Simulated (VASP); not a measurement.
Runs of VASP 6.6.1 on Bi2Te3 (Tellurobismuthite). The structure is trigonal, space group R-3m (No. 166). Conventional cell: a = 4.446 Å, b = 4.446 Å, c = 31.985 Å, α = 90.00°, β = 90.00°, γ = 120.00°. Bi (site symmetry 3m) is surrounded by 6 Te at 3.09 to 3.28 Å. Around Te (site symmetry -3m) lie 6 Bi at 3.28 Å. Te (site symmetry 3m) has 3 Bi at 3.09 Å as nearest neighbours. 

```tsv
task	cell	gap on the mesh (eV)	pressure (GPa)
relaxation of shape and atoms at fixed volume	atoms relaxed at fixed volume from: a relaxed cell with its volume scaled by 1.02	0.65	-0.1
relaxation of cell and atoms	relaxed	0.52	0.0
relaxation of shape and atoms at fixed volume	atoms relaxed at fixed volume from: a relaxed cell with its volume scaled by 0.94	(b)	1.5
relaxation of shape and atoms at fixed volume	atoms relaxed at fixed volume	0.52	0.0
relaxation of shape and atoms at fixed volume	atoms relaxed at fixed volume from: a relaxed cell with its volume scaled by 1.04	0.76	-0.2
relaxation of shape and atoms at fixed volume	atoms relaxed at fixed volume from: a relaxed cell with its volume scaled by 0.98	0.42	0.3
relaxation of shape and atoms at fixed volume	atoms relaxed at fixed volume from: a relaxed cell with its volume scaled by 0.96	0.34	0.8
relaxation of shape and atoms at fixed volume	atoms relaxed at fixed volume from: a relaxed cell with its volume scaled by 1.06	(a)	-0.2
```

Alike in all rows: level PBE; potentials or basis VASP PAW PBE potentials, release 64 (Bi, Te); no spin polarisation; k mesh 4 × 4 × 4; cutoff (eV) 300; smearing gaussian 0.03 eV.

Question: Estimate the missing entries.

Answer: (a) 0.85; (b) 0.29.

Caveats: spin-orbit coupling is left out, which as a rule narrows the gap of such compounds by several tenths of an eV; the relaxation stopped at its first step, so nothing moved (some runs).

A k mesh can miss the band edges, and the runs leave out spin-orbit coupling on Bi, Te.
